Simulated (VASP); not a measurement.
Crystal: P2S.

```
P S
1.0
     3.32941    0.00000    0.00000
     0.00000    3.32941    0.00000
     0.00000    0.00000    9.19914
P S
4 2
Direct
  0.00000 0.50000 0.30307
  0.00000 0.50000 0.80307
  0.50000 0.00000 0.69693
  0.50000 0.00000 0.19693
  0.00000 0.00000 0.00000
  0.50000 0.50000 0.50000
```

The cell was built by a generator and needn't be a form met in nature.

* Program: VASP 6.6.1
* Task: relaxation of cell and atoms
* Functional: PBE
* Potentials or basis: VASP PAW PBE potentials, release 64 (P, S)
* Cutoff: 600 eV
* k mesh: 6 × 6 × 3
* Occupations: fermi-dirac, width 0.05 eV
* Spin: no spin polarisation

At the start: pressure 0.5 GPa; volume 17.00 Å³/atom.

Task: How do energy, volume and symmetry change on relaxing?

Result: Over 11 steps the energy falls by 5.1 meV/atom and the volume is 17.09 Å³/atom (+0.6 %); space group P4_2/nmc (No. 137, to 0.05 Å).

Step by step:
| step | energy change (eV) | largest force (eV/Å) | pressure (GPa) | volume (Å³) |
| --- | --- | --- | --- | --- |
| 1 | 0.0000 | 0.0802 | 0.53 | 101.97 |
| 2 | -0.0075 | 0.0890 | -0.06 | 102.80 |
| 3 | -0.0122 | 0.0952 | -1.00 | 104.10 |
| 4 | -0.0165 | 0.1015 | -0.96 | 104.03 |
| 5 | -0.0241 | 0.0897 | -0.80 | 103.79 |
| 6 | -0.0244 | 0.0810 | -0.74 | 103.72 |
| 7 | -0.0276 | 0.0742 | -0.29 | 103.08 |
| 8 | -0.0288 | 0.0661 | 0.21 | 102.39 |
| 9 | -0.0298 | 0.0465 | 0.14 | 102.45 |
| 10 | -0.0304 | 0.0113 | -0.01 | 102.56 |
| 11 | -0.0305 | 0.0082 | -0.01 | 102.55 |

Final structure:
```
CELL_PARAMETERS angstrom
3.37995 0.00000 0.00000
0.00000 3.37995 0.00000
0.00000 0.00000 8.97682
ATOMIC_POSITIONS crystal
P 0.00000 0.50000 0.29880
P 0.00000 0.50000 0.79880
P 0.50000 0.00000 0.70120
P 0.50000 0.00000 0.20120
S 0.00000 0.00000 0.00000
S 0.50000 0.50000 0.50000
```
